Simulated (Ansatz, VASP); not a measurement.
# Cu (generalised stacking fault on (111) of Cu): VASP beside Ansatz, part 2 of 2

Wanted: the spread between two codes on one cell, functional and k mesh. The cell is taken from a series of runs on this material, whose earlier steps may have relaxed, scaled, displaced or heated it; both programs get it as it stands.

VASP 6.6.1 and Ansatz 0.2.0.

So far. Step 2 (VASP: single point, r2SCAN): The run ends at a pressure of -6.32 GPa, with forces up to 0.093 eV/Å.

### 3. Ansatz: single point, r2SCAN

Level of this step: Ansatz beside VASP: Kohn-Sham DFT, plane waves, r2SCAN (Ansatz).

Ansatz runs on its default PAW (the set named soft_2) files.

The same cell, functional, mesh and smearing now go to Ansatz, which takes its cutoff from its data sets.

input.yaml reads:

```yaml
crystal:
  lattice:
    - [2.57034, 0.0, 0.0]
    - [-1.28516, 2.22598, 0.0]
    - [1.02813, -0.59359, 25.18402]
  atoms:
    - { symbol: Cu, position: [0.94696, 0.05304, 0.19891] }
    - { symbol: Cu, position: [0.25817, 0.74183, 0.28191] }
    - { symbol: Cu, position: [0.56928, 0.43072, 0.3652] }
    - { symbol: Cu, position: [0.88039, 0.11961, 0.44855] }
    - { symbol: Cu, position: [0.1915, 0.8085, 0.53187] }
    - { symbol: Cu, position: [0.50262, 0.49738, 0.61521] }
    - { symbol: Cu, position: [0.81372, 0.18628, 0.69854] }
    - { symbol: Cu, position: [0.12484, 0.87516, 0.78187] }
    - { symbol: Cu, position: [0.43595, 0.56405, 0.8652] }
    - { symbol: Cu, position: [0.74706, 0.25294, 0.94855] }
    - { symbol: Cu, position: [0.05817, 0.94183, 0.03184] }
    - { symbol: Cu, position: [0.36938, 0.63062, 0.11484] }
kpoints:
  mp_grid: { grid: [12, 12, 1] }
hamiltonian:
  xc: r2scan
scf:
  occupations: { method: fermi_dirac, width: 0.1 }
output:
  forces: true
```

The run is started by

```console
> ansatz run input.yaml --threads 11 --pin off --max-ram 102400MiB --backend cuda --events-out ev --progress --plain --runs-dir out
```

Numbers of over 12 decimals in the logs are rounded to 6 here.

What it wrote:

```text
Warning: the atoms were moved onto the symmetric positions of the space group found under crystal.symmetry.tolerance 1.0e-5 (fractional; no operation is sought that the atoms, as they stand in a round, miss by more than twice it, and no atom is moved by as much as it), and the run uses the moved positions. Before a round's move an operation carried an atom to 2.10e-4 Å from where it should land, the largest such dist [...]
Engine: ansatz 0.2.0, x86_64-unknown-linux-gnu
Pseudopotentials: kind: paw
Pseudopotential: Cu, paw, valence charge 19, recommended cutoff 500 eV (meta_gga), Cu.paw.azcp
Functional definition: r2SCAN
  parameter k0 = 0.174
  parameter k1 = 0.065
  parameter a1 = 4.9479
  exchange = r2scan_x(k0 = k0, k1 = k1, a1 = a1)
  correlation = r2scan_c
device memory: the entry about to start is reckoned to put 9.6 GiB on a device that reports 78.6 GiB free
GPU FFT provider: cuFFT
GPU libraries: cuBLAS 13.8.2, cuFFT 12.4.0, cuSOLVER 12.3.4
Crystal: 12 atoms, lattice volume = 144.091 Å³
Basis set: ecut = 500 eV, 3691 PW (Γ), exchange–correlation on 80×80×768 points (64 copies of the dense FFT grid, shifted against one another)
Bands: 127, of which v1, the nominal top of the filled ones, is band 114 counted from 1 (113 counted from 0)
Symmetry: 4 space group operations
Space group: C2/m (ITA 12), of the structure as read, at distance tolerance 5.2e-5 Å
k-points: 43 of 144
Non-local potential: Cu, projectors of the file, l = 0: 3, l = 1: 2, l = 2: 3, l = 3: 1
PAW form: soft (Blöchl's): semilocal exchange-correlation on the pseudo side does not see the compensation charge
PAW frozen core: Cu, regenerated for the run's functional (the file was generated under x = pbe(κ = 0.804, μ = 0.219515), c = pbe(β = 0.066725))
PAW one-centre angular grid: Cu, 590 points (default); XC on 160 Gauss nodes
Initial density: superposition of atomic densities (neutral atoms: chi_scale 0, normalization atom), corrected by the library's trained network
Initial wavefunctions: pseudopotential atomic-orbital guess
GPU buffer pool allocated for 76800 grid points (all kernels)
GPU transforms: local potential and band sums: pruned to the plane-wave sphere, on 20×20×192
Functional: x = r2scan, c = r2scan; τ floored in thin density (d = 2e-4 eV/Å³)
SCF iter   1: F=—  HF=-79574.922801 eV  |F-HF|=—  |Δ(HF+E_count)|=         —  Δρ=4.01e-2  dr2=1.28e0  dr2_τ=1.06e-2  ethr=1.77e-3  ⟨swp⟩=3.9  Hψ=15765  notcnv=0  defer=57
preconditioner: auto → Kerker (q_TF=auto, 2.945 Å⁻¹)  [metal: Δε(μ)=0.025 eV  Ē_g=8.116 eV  σ=0.100 eV  W_gap=0.06  n_scr=62 (ndim 8)  ℏωp=35.5 eV  f_vac=0.000  D(μ)=4.07/eV (n_scr^D=18)]
SCF iter   2: F=—  HF=-79574.791763 eV  |F-HF|=—  |Δ(HF+E_count)|=   1.31e-1  Δρ=1.21e-2  dr2=8.02e-2  dr2_τ=1.46e-2  ethr=5.60e-4  ⟨swp⟩=2.0  Hψ=9644  notcnv=0  defer=124
SCF iter   3: F=—  HF=-79574.715220 eV  |F-HF|=—  |Δ(HF+E_count)|=   7.65e-2  Δρ=9.14e-3  dr2=8.32e-2  dr2_τ=5.16e-4  ethr=3.52e-5  ⟨swp⟩=2.0  Hψ=10674  notcnv=0  defer=124
SCF iter   4: F=—  HF=-79574.694237 eV  |F-HF|=—  |Δ(HF+E_count)|=   2.10e-2  Δρ=1.56e-3  dr2=3.19e-3  dr2_τ=1.45e-4  ethr=3.52e-5  ⟨swp⟩=1.4  Hψ=6432  notcnv=0  defer=122
SCF iter   5: F=—  HF=-79574.698715 eV  |F-HF|=—  |Δ(HF+E_count)|=   4.48e-3  Δρ=2.63e-3  dr2=1.18e-2  dr2_τ=3.89e-5  ethr=1.40e-6  ⟨swp⟩=2.0  Hψ=10270  notcnv=0  defer=122
SCF iter   6: F=—  HF=-79574.699000 eV  |F-HF|=—  |Δ(HF+E_count)|=   2.85e-4  Δρ=7.34e-4  dr2=1.22e-3  dr2_τ=4.23e-6  ethr=1.40e-6  ⟨swp⟩=2.0  Hψ=8023  notcnv=0  defer=122
SCF iter   7: F=—  HF=-79574.697730 eV  |F-HF|=—  |Δ(HF+E_count)|=   1.27e-3  Δρ=1.58e-4  dr2=8.94e-5  dr2_τ=2.65e-7  ethr=5.36e-7  ⟨swp⟩=1.7  Hψ=5637  notcnv=0  defer=122
SCF iter   8: F=—  HF=-79574.696580 eV  |F-HF|=—  |Δ(HF+E_count)|=   1.15e-3  Δρ=1.06e-4  dr2=6.23e-5  dr2_τ=1.07e-7  ethr=3.92e-8  ⟨swp⟩=2.1  Hψ=7734  notcnv=0  defer=122
SCF iter   9: F=—  HF=-79574.696581 eV  |F-HF|=—  |Δ(HF+E_count)|=   1.11e-6  Δρ=4.24e-5  dr2=3.56e-6  dr2_τ=2.61e-8  ethr=2.73e-8  ⟨swp⟩=1.0  Hψ=5339  notcnv=0  defer=122
SCF iter  10: F=—  HF=-79574.696581 eV  |F-HF|=—  |Δ(HF+E_count)|=   5.51e-7  Δρ=1.86e-5  dr2=8.21e-7  dr2_τ=7.40e-9  ethr=1.56e-9  ⟨swp⟩=2.4  Hψ=7493  notcnv=0  defer=122
SCF iter  11: F=—  HF=-79574.696582 eV  |F-HF|=—  |Δ(HF+E_count)|=   4.45e-7  Δρ=1.37e-5  dr2=4.18e-7  dr2_τ=1.11e-9  ethr=3.60e-10  ⟨swp⟩=2.0  Hψ=8197  notcnv=0  defer=122
SCF iter  12: F=—  HF=-79574.696582 eV  |F-HF|=—  |Δ(HF+E_count)|=   2.04e-9  Δρ=8.73e-6  dr2=1.18e-7  dr2_τ=5.61e-10  ethr=1.83e-10  ⟨swp⟩=2.0  Hψ=7667  notcnv=0  defer=122
SCF iter  13: F=-79574.696582 eV  HF=-79574.696582 eV  |F-HF|=2.31e-8  |Δ(HF+E_count)|=   1.22e-9  Δρ=2.30e-6  dr2=2.58e-8  dr2_τ=9.90e-11  ethr=4.39e-11  ⟨swp⟩=3.3  Hψ=14038  notcnv=0
SCF 1 converged in 13 iterations: F = -79574.696582 eV  dr2 = 2.58e-8
  greatest PAW one-centre occupation: 1.000 electrons in one spin orbital (limit 2), on the Cu atom at site 11 (counted from 0), in its partial waves of l = 0
SCF converged after 13 iterations
Free energy (F): -79574.696582 eV
Harris-Foulkes:  -79574.696582 eV  (|F-HF|=2.31e-8)
Internal energy: -79574.557831 eV  (E = F + TS)
E sigma→0 (E₀):  -79574.627206 eV
Entropy (-TS):   -0.138751 eV (-11.563 meV/atom)
Fermi energy:    16.152521 eV
--- Per-component energies (eV) ---
  E_band       = -4704.905489
  E_kinetic    = 3592.980302
  E_local      = -49103.066280  (includes V_loc(G=0)·N_el)
  E_nonlocal   = 4750.202479
  E_hartree    = 21672.026135
  E_xc         = -1001.766271
  E_vxc        = -1490.161782  (∫ρ·V_xc dr)
  E_paw        = -20144.139541  (= ΣΔE_a)
  E_vpaw       = -5906.099304  (= ΣTr[D̂ρ^β])
  E_aug_tail   = 0.001690  (compensation charges beyond the density's cutoff)
  E_vtau       = 107.189087  (kinetic-family band-sum trace: ∫τ·v_τ [+ j·A + Jᵃ·Aᵃ] dr)
  E_ewald      = -39337.183049
  E_core_change = -3.613296  (= ΣΔE_core)
  E_smearing   = -0.138751  (= −TS)
  E_closure    = -0.000000  (closes the sum)
  Σ components = -79574.696582   (vs F -79574.696582, Δ=0.00e0)
--- Forces (eV/Å), atoms counted from 1 ---
  atom   1  Cu     0.08047264    -0.04646114     0.01697956
  atom   2  Cu     0.00398376    -0.00230003     0.04093352
  atom   3  Cu    -0.00196173     0.00113261     0.00276454
  atom   4  Cu    -0.00060034     0.00034661    -0.00451549
  atom   5  Cu     0.00075952    -0.00043851     0.00095557
  atom   6  Cu     0.00006523    -0.00003766     0.00031521
  atom   7  Cu    -0.00006523     0.00003766    -0.00031521
  atom   8  Cu    -0.00075952     0.00043851    -0.00095557
  atom   9  Cu     0.00060034    -0.00034661     0.00451549
  atom  10  Cu     0.00196173    -0.00113261    -0.00276454
  atom  11  Cu    -0.00398376     0.00230003    -0.04093352
  atom  12  Cu    -0.08047264     0.04646114    -0.01697956
  max |Σ_I F_I| component: 6.94e-18 eV/Å
```

Reading the cycles: dr2 is the Hartree energy of the density residual (eV), the measure of convergence; HF is the Harris–Foulkes estimate of the energy, which meets the free energy F at convergence.

### 4. Comparison

Known differences besides the potentials themselves: VASP keeps PBE cores, Ansatz makes them for the functional; the data sets hold 228 valence electrons in Ansatz (on its default PAW (the set named soft_2) files) and 132 in VASP; the cutoff is 500 eV in Ansatz and 580 eV in VASP. Total energies have different zeros and are not compared.

Forces on 8 of the 12 atoms, those with the largest forces and the largest differences (eV/Å; atoms numbered as in POSCAR):

| atom | Ansatz x, y, z | VASP x, y, z |
| --- | --- | --- |
| Cu1 | 0.080, -0.046, 0.017 | 0.079, -0.046, 0.016 |
| Cu2 | 0.004, -0.002, 0.041 | 0.004, -0.002, 0.041 |
| Cu4 | -0.001, 0.000, -0.005 | 0.003, -0.002, -0.003 |
| Cu7 | 0.000, 0.000, 0.000 | -0.002, 0.001, -0.001 |
| Cu9 | 0.001, 0.000, 0.005 | -0.003, 0.002, 0.003 |
| Cu10 | 0.002, -0.001, -0.003 | 0.001, 0.000, -0.004 |
| Cu11 | -0.004, 0.002, -0.041 | -0.004, 0.002, -0.041 |
| Cu12 | -0.080, 0.046, -0.017 | -0.079, 0.046, -0.016 |

The forces differ by 1.4 meV/Å r.m.s., which is 5.7 % of the r.m.s. force of 0.024 eV/Å (both taken over all components).

### 5. Outcome

| Property | Result |
| --- | --- |
| r.m.s. force difference (single point, r2SCAN) | 1.4 meV/Å |

What this shows: The r.m.s. force difference is 1.4 meV/Å (single point, r2SCAN), within the 12 meV/Å picked in this series as the mark of a large difference. The data sets hold unlike numbers of valence electrons (228 in Ansatz and 132 in VASP), so part of the differences may come from the potentials. Such differences can come from data sets, numerical settings and the points named under the comparisons, not from the functional's error against experiment.

[Lines on the potential files, build, host, timing and source positions are cut from VASP's logs without a mark.]

[Logs are printed without paths, hosts, clocks, repeated set-up lines and the standing remarks that a program may print on its own settings, such as how far it seeks lower states.]

[Hosts, paths, dates, database ids (printed as entryN), source tags and the programs' standing remarks are cut or masked in the printed files.]
